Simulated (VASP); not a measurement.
A VASP calculation is set up with these files.

**INCAR**
```
! general
SYSTEM  =  LiCl
PREC    =  Normal
ENCUT   =  500
LREAL   =  .False.
LASPH   =  .True.

! electronic loop
EDIFF   =  1E-8
NELM    =  100
ALGO    =  Normal

! smearing
ISMEAR  =  0
SIGMA   =  0.01

! functional
GGA     =  PE

! output
LWAVE   =  .True.
LCHARG  =  .False.
```

KPOINTS:
```
K-points
0
gamma
 4 4 4
0 0 0
```

POSCAR:
```
LiCl
1
    0.0000000000     2.5352660000     2.5352660000
    2.5352660000     0.0000000000     2.5352660000
    2.5352660000     2.5352660000     0.0000000000
Li Cl
1 1
Direct
  0.0000000000   0.0000000000   0.0000000000
  0.5000000000   0.5000000000   0.5000000000
```

POTCAR, in this order: Li_sv_GW Cl_GW (PBE.64 set). Program: vasp_std.

Question: Translate this PBE calculation to Quantum ESPRESSO's pw.x.

Answer: One equivalent input (not run):
```
&CONTROL
  calculation = 'scf'
  pseudo_dir = './pseudo'
  outdir = './out'
  tprnfor = .true.
  tstress = .true.
/
&SYSTEM
  ibrav = 0
  nat = 2
  ntyp = 2
  ecutwfc = 74
  occupations = 'smearing'
  smearing = 'gaussian'
  degauss = 0.000735
  input_dft = 'pbe'
/
&ELECTRONS
  conv_thr = 7.3e-10
  electron_maxstep = 100
/
ATOMIC_SPECIES
  Li 6.940 Li.upf
  Cl 35.450 Cl.upf
CELL_PARAMETERS angstrom
     0.0000000    2.5352660    2.5352660
     2.5352660    0.0000000    2.5352660
     2.5352660    2.5352660    0.0000000
ATOMIC_POSITIONS crystal
  Li   0.0000000  0.0000000  0.0000000
  Cl   0.5000000  0.5000000  0.5000000
K_POINTS automatic
  4 4 4 0 0 0
```
Limits of the translation: the potentials are each code's own (VASP's PAW set, PseudoDojo norm-conserving files in pw.x), so ENCUT and ecutwfc are chosen apart and not converted; conv_thr bounds pw.x's estimated SCF error, while EDIFF bounds the energy change between steps.

The compound is LiCl in the rock salt structure. This cell is one point of a volume scan, at 0.96 of the reference volume. The k-mesh is coarse (spacing up to 0.54 per Å, 2π included), so the numbers may not be converged in it.
